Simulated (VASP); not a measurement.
```
Co2DyGe2
1.0
   -1.94550     1.94550     5.00074
    1.94550    -1.94550     5.00074
    1.94550     1.94550    -5.00074
Dy Co Ge
1 2 2
Direct
  0.00000   0.00000   0.00000
  0.25000   0.75000   0.50000
  0.75000   0.25000   0.50000
  0.62732   0.62732   0.00000
  0.37268   0.37268   0.00000
```

These are PBEsol GGA, VASP's PBE PAW potentials (set 64) (plane waves; VASP 6.6.1) values and carry that method's errors. Numerical set-up: 400 eV cut-off, Gaussian smearing of 0.050 eV, potentials Dy_3 Co Ge_d.

The 4f electrons are frozen in the core of the lanthanide potential, so 4f levels, which can set the real gap, and their magnetism are missing.

Q: Give the energies of bands 19 to 32 at the high-symmetry points, in eV from the Fermi level.

A: 
```
band      Γ      X      P      N      M      S      R
----  -----  -----  -----  -----  -----  -----  -----
19    -2.75  -2.80  -2.76  -2.86  -2.72  -3.18  -3.00
20    -2.69  -2.54  -2.67  -2.61  -2.52  -2.75  -2.55
21    -1.92  -2.50  -2.67  -2.61  -2.19  -2.25  -2.42
22    -1.92  -2.06  -2.02  -1.91  -2.14  -2.10  -2.06
23    -1.21  -1.99  -2.02  -1.69  -2.14  -1.67  -2.03
24    -1.13  -1.97  -1.94  -1.48  -0.67  -1.50  -1.98
25    -0.81  -1.24  -1.13  -1.47  -0.34  -1.46  -1.30
26    -0.81  -1.01  -1.13  -1.24  -0.34  -1.34  -0.92
27    -0.68  -0.91  -0.91  -1.02  -0.14   0.18  -0.88
28    -0.58  -0.89  -0.90   0.12  -0.04   0.19  -0.66
29    -0.14   0.22   0.26   1.36   0.84   0.21   0.22
30     2.50   0.29   0.26   1.73   2.99   2.26   0.39
31     2.50   2.68   2.12   2.97   2.99   2.84   2.62
32     3.26   4.29   4.81   3.10   3.15   3.76   4.09
```

It has no gap at this level: it comes out as a metal or semimetal.

The structure comes from a computed database's Co2DyGe2 entry (I4/mmm); how it stands against other phases isn't given here. It was relaxed first. The run is not spin-polarised, so no magnetic state was tried. The electron count is odd and the run is not spin-polarised, which forces a metal.
